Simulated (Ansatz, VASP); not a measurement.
# Cross-check of PbC between VASP and Ansatz, part 2 of 2

Wanted: the spread between two codes on one cell, functional and k mesh. The cell is generated by rule, not measured, and may not be a known phase. The cell is taken from a series of runs on this material, whose earlier steps may have relaxed, scaled, displaced or heated it; both programs get it as it stands.

VASP 6.6.1 and Ansatz 0.2.0.

So far: The structure; Ansatz: relaxation of cell and atoms, PBEsol; VASP: relaxation of cell and atoms, PBEsol; Comparison.

The structure was built from a prototype and need not be the compound's stable phase.

## 5. Ansatz: zone-centre phonons, PBEsol

Level of this step: Ansatz beside VASP: Kohn-Sham DFT, plane waves, PBEsol (Ansatz).

Second derivatives magnify differences that forces hide, and they need a tight electronic threshold.

The cell is taken from a series of runs on this material, whose earlier steps may have relaxed, scaled, displaced or heated it; both programs get it as it stands.

Contents of input.yaml:

```yaml
crystal:
  lattice:
    - [3.7200962643, 0.0, 0.0]
    - [-1.8600481321, 3.2216978694, 0.0]
    - [0.0, 0.0, 6.096187672]
  atoms:
    - { symbol: Pb, position: [0.3333333333, 0.6666666667, -0.000285773] }
    - { symbol: Pb, position: [0.6666666667, 0.3333333333, 0.499714227] }
    - { symbol: C, position: [0.3333333333, 0.6666666667, 0.375285773] }
    - { symbol: C, position: [0.6666666667, 0.3333333333, 0.875285773] }
kpoints:
  mp_grid: { grid: [12, 12, 6] }
hamiltonian:
  xc: pbesol
scf:
  occupations: { method: methfessel_paxton, width: 0.15 }
output:
  eigenvalues: true
phonons:
  method: dfpt
```

Started as:

```sh
$ ansatz run input.yaml --threads 4 --pin off --max-ram 7168MiB --backend cpu --events-out ev --progress --plain --runs-dir out
```

Numbers of over 12 decimals in the logs are rounded to 6 here.

The program printed:

```text
[...]
Crystal: 4 atoms, lattice volume = 73.063 Å³
Basis set: ecut = 420 eV, 1401 PW (Γ), exchange–correlation on 50×50×96 points (8 copies of the dense FFT grid, shifted against one another)
Bands: 22, of which v1, the nominal top of the filled ones, is band 18 counted from 1 (17 counted from 0)
Symmetry: 12 space group operations
k-points: 242 of 864 (irreducible under 2 space group operations, time reversal used)
[...]
ASR residual: 1.824e-5 → 0.000e0 eV/Å²; symmetrization residual: 3.874e-6 eV/Å²
  ASR residual per site (eV/Å²): 1.82e-5 1.82e-5 1.74e-5 1.74e-5
  Γ frequencies (cm⁻¹): 0.00 0.00 0.00 60.07 60.07 162.40 467.86 478.71 478.71 484.29 484.29 546.31
  non-analytic LO–TO correction: not included (Born effective charges unavailable; polar crystals: no LO–TO splitting at Γ)
[key lines of the parts left out:]
SCF converged after 9 iterations
Free energy (F): -23997.393323 eV
Fermi energy:    10.554762 eV
```

## 6. VASP: zone-centre phonons, PBEsol

The same cell, functional, mesh and smearing now go to VASP, with its own data sets.

Contents of INCAR:

```
SYSTEM = PbC
PREC = Accurate
ENCUT = 600
EDIFF = 1E-08
NELM = 120
ISMEAR = 1
SIGMA = 0.15
LREAL = .FALSE.
ALGO = Normal
GGA = PS
NBANDS = 24
LORBIT = 11
LWAVE = .FALSE.
LCHARG = .FALSE.
ISIF = 2
IBRION = 8
LASPH = .TRUE.
GGA_COMPAT = .FALSE.
KPAR = 2
```

Contents of POSCAR:

```
PbC
1.0
    3.7200962643      0.0000000000      0.0000000000
   -1.8600481321      3.2216978694      0.0000000000
    0.0000000000      0.0000000000      6.0961876720
Pb C
2 2
Direct
    0.3333333333      0.6666666667      0.9997142270
    0.6666666667      0.3333333333      0.4997142270
    0.3333333333      0.6666666667      0.3752857730
    0.6666666667      0.3333333333      0.8752857730
```

Contents of KPOINTS:

```
Automatic mesh
0
Gamma
12 12 6
0 0 0
```

The projector-augmented-wave data sets are Pb_d and C (PBE family, release 64).

Started as:

```sh
$ mpirun -np 2 vasp_std
```

The program printed:

```text
[banner, memory and clock lines left out]
running    2 mpi-ranks, on    1 nodes
[...]
[... a notice as in an earlier step ...]

 LDA part: xc-table for (Slater+PW92), standard interpolation
 POSCAR, INCAR and KPOINTS ok, starting setup
[...]
entering main loop
       N       E                     dE             d eps       ncg     rms          rms(c)
DAV:   1     0.390890441306E+03    0.39089E+03   -0.19638E+04  3648   0.198E+03
DAV:   2     0.142096516142E+02   -0.37668E+03   -0.36668E+03  3784   0.475E+02
DAV:   3    -0.225637645021E+02   -0.36773E+02   -0.36320E+02  4976   0.167E+02
DAV:   4    -0.239559600311E+02   -0.13922E+01   -0.13885E+01  4120   0.337E+01
[...]
DAV:  15    -0.214210475325E+02   -0.72817E-07   -0.68905E-08  4512   0.136E-03    0.484E-04
DAV:  16    -0.214210475853E+02   -0.52821E-07   -0.21918E-08  3144   0.134E-03    0.127E-04
DAV:  17    -0.214210475764E+02    0.89026E-08   -0.26177E-09  2672   0.501E-04
   1 F= -.21421048E+02 E0= -.21421156E+02  d E =0.325266E-03
[...]
RMM:  11    -0.114842641550E+00   -0.19553E-06   -0.89482E-08 39792   0.177E-04    0.629E-06
RMM:  12    -0.114842584584E+00    0.56967E-07    0.27220E-08 39844   0.742E-05    0.202E-06
RMM:  13    -0.114842593341E+00   -0.87575E-08   -0.66280E-10 39358   0.345E-05    0.109E-06
 first order change of Fermi-energy  -0.44808E-04
 force on displaced ion       3 direction 1 :  -9.731  -0.000   0.000
 Linear response progress:
  Degree of freedom:   4/  4
       N       E                     dE             d eps       ncg     rms          rms(c)
RMM:   1    -0.128325405296E+00   -0.12833E+00    0.42994E-03  8973   0.207E+00
RMM:   2    -0.120206811246E+00    0.81186E-02   -0.68236E-03  7364   0.840E-01    0.904E-02
RMM:   3    -0.120653361890E+00   -0.44655E-03   -0.26067E-03  8648   0.344E-01    0.451E-02
RMM:   4    -0.120945088748E+00   -0.29173E-03   -0.31649E-04  8491   0.117E-01    0.170E-02
[...]
RMM:  10    -0.121018741570E+00   -0.45549E-06    0.62460E-08  8274   0.550E-04    0.234E-05
RMM:  11    -0.121018878139E+00   -0.13657E-06   -0.18882E-08  9061   0.236E-04    0.147E-05
RMM:  12    -0.121018870483E+00    0.76566E-08   -0.10856E-08  8251   0.117E-04    0.350E-06
 first order change of Fermi-energy  -0.50758E+00
 force on displaced ion       3 direction 3 :  -0.000   0.000 -11.146
 Linear response finished
```

Parts of OUTCAR (step 6):

```text
  Total       -0.0018896     -0.0018896     -0.0019805     -0.0000000      0.0000000      0.0000000
  in kB       -0.0414376     -0.0414376     -0.0434309     -0.0000000      0.0000000      0.0000000
  external PRESSURE =      -0.0421020 kB  Pullay stress =       0.0000000 kB

 POSITION                                       TOTAL-FORCE (eV/Angst)
 -----------------------------------------------------------------------------------
     -0.00000      2.14780      6.09445        -0.000000      0.000000     -0.000826
      1.86005      1.07390      3.04635         0.000000     -0.000000     -0.000826
     -0.00000      2.14780      2.28781         0.000000      0.000000      0.000826
      1.86005      1.07390      5.33591         0.000000     -0.000000      0.000826
 -----------------------------------------------------------------------------------
    total drift:                               -0.000000     -0.000000     -0.000123

[... 1 part as in an earlier step ...]

[... 1 further part left out ...]
```

Energies printed during the response cycles are not total energies of the cell.

## 7. Side by side

The two programs side by side:

```csv
quantity,Ansatz,VASP,difference
optical mode 1 to 2 (cm⁻¹),60.1,60.1,-0.10 %
optical mode 3 (cm⁻¹),162.4,162.7,-0.16 %
optical mode 4 (cm⁻¹),467.9,467.0,+0.19 %
optical mode 5 to 6 (cm⁻¹),478.7,477.7,+0.22 %
optical mode 7 to 8 (cm⁻¹),484.3,484.6,-0.07 %
optical mode 9 (cm⁻¹),546.3,546.7,-0.07 %
```

Modes are paired by rising frequency, not by their patterns, so a pair may set unlike modes beside each other; they are those without the splitting of longitudinal modes.

## 8. What came out

* difference in edge c after relaxation, in the typed setting (relaxation of cell and atoms, PBEsol): -0.016 %
* r.m.s. difference of the optical zone-centre modes, each program's sorted by frequency (zone-centre phonons, PBEsol): 0.62 cm⁻¹

The difference in edge c after relaxation, in the typed setting is -0.016 % (relaxation of cell and atoms, PBEsol), within the 1.2 % picked in this series as the mark of a large difference, as far as the stopping tolerances let one tell. 2 further runs of this series are not shown here. Such differences can come from data sets, numerical settings and the points named under the comparisons, not from the functional's error against experiment.

[Lines on the potential files, build, host, timing and source positions are cut from VASP's logs without a mark.]

[Logs are printed without paths, hosts, clocks, repeated set-up lines and the standing remarks that a program may print on its own settings, such as how far it seeks lower states.]

[Hosts, paths, dates, database ids (printed as entryN), source tags and the programs' standing remarks are cut or masked in the printed files.]
